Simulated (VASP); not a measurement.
VASP ran on this input.

File POSCAR:
```
SrIn3Au
12.502520
 -0.1839713114   0.1839713114   0.5000000000
  0.1839713114  -0.1839713114   0.5000000000
  0.1839713114   0.1839713114  -0.5000000000
Sr In Au
1 3 1
Cart
 -0.0033931669   0.0019857863   0.9932320000
  0.1870384811  -0.0000515120   0.2346970000
 -0.0053018692   0.1852570869   0.2295585000
  0.0003315163   0.0014460145   0.3873570000
  0.0052963501  -0.0046660644   0.5969355000
```

### INCAR
```
ISMEAR=0
LCHARG=.FALSE.
GGA=PS   # PBEsol
PREC=Accurate
LREAL=.FALSE.   # projection in real space or not
SIGMA=0.1   # width (eV)
ENCUT=300   # plane-wave cut-off (eV)
LASPH=.TRUE.
LWAVE=.FALSE.
NELM=100   # most electronic steps
ISIF=2
ALGO=Normal
EDIFF=1E-6   # SCF stop (eV)
SYSTEM=SrIn3Au
LMAXMIX=6
```

File KPOINTS:
```
K-points
0
G
  6 6 6
```

POTCAR, in this order: Sr_sv In_d Au (PBE.64 set). Program: vasp_std.

Write an equivalent input for Ansatz.

One equivalent input (not run):
Ansatz 0.2 input:
```yaml
crystal:
  lattice:
    - [-2.3001050, 2.3001050, 6.2512600]
    - [2.3001050, -2.3001050, 6.2512600]
    - [2.3001050, 2.3001050, -6.2512600]
  atoms:
    - { symbol: Sr, position: [0.9986290, 0.9840100, -0.0038250] }
    - { symbol: In, position: [0.2345570, 0.7430330, 0.5081960] }
    - { symbol: In, position: [0.7330530, 0.2151490, 0.4890850] }
    - { symbol: In, position: [0.3912870, 0.3882580, 0.0048310] }
    - { symbol: Au, position: [0.5842540, 0.6113300, 0.0017130] }
kpoints:
  mp_grid: { grid: [6, 6, 6] }
hamiltonian:
  xc: pbesol
  pseudopotentials: { kind: paw }
scf:
  occupations: { method: gaussian, width: 0.1 }
  max_iter: 100
output: { forces: true, stress: true, eigenvalues: true }
```
Limits of the translation: each code has its own PAW files, so the cut-off isn't converted (ENCUT is set for VASP's; basis.ecutwfc is left out, and Ansatz then takes the one that its files recommend); Ansatz stops its SCF on the density residual and VASP on the energy change (EDIFF).

The structure comes from a computed database's SrIn3Au entry (I4mm); how it stands against other phases isn't given here. The cell was not relaxed at this level, atoms are displaced from their ideal sites. The k-mesh is coarse (spacing up to 0.32 per Å, 2π included), so the numbers may not be converged in it.
